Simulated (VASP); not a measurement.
Given:

```yaml
crystal:
  lattice:
    - [0.00000, 2.67118, 2.67118]
    - [2.67118, 0.00000, 2.67118]
    - [2.67118, 2.67118, 0.00000]
  atoms:
    - { symbol: Si, position: [0.00000, 0.00000, 0.00000] }
    - { symbol: Hf, position: [0.50000, 0.50000, 0.50000] }
```

The numbers are results of r2SCAN meta-GGA, VASP's PBE PAW potentials (set 64) (plane waves; VASP), not measurements. Run with 400 eV cut-off, 11×11×11 Γ-centred mesh, first-order Methfessel-Paxton smearing of 0.10 eV, potentials Si Hf_pv.

Unless said otherwise, spin-orbit coupling is left out, though it shifts the bands of the heavy elements here.

Q: Predict the energy per atom (σ→0), band gap (on the k-mesh) with the smallest direct gap where there is one.

A: 
```json
{
 "band gap (on the k-mesh)": "none (metal, semimetal or under 0.01 eV)",
 "energy per atom (σ→0)": "-27.563 eV/atom"
}
```

Total energies compare only between runs with the same potentials, cut-off and functional.

The structure was generated: HfSi was put into the rocksalt type (Fm-3m), which need not be its known phase. It was relaxed first, which changed the volume by -19 %. The start is the result of an earlier pass.
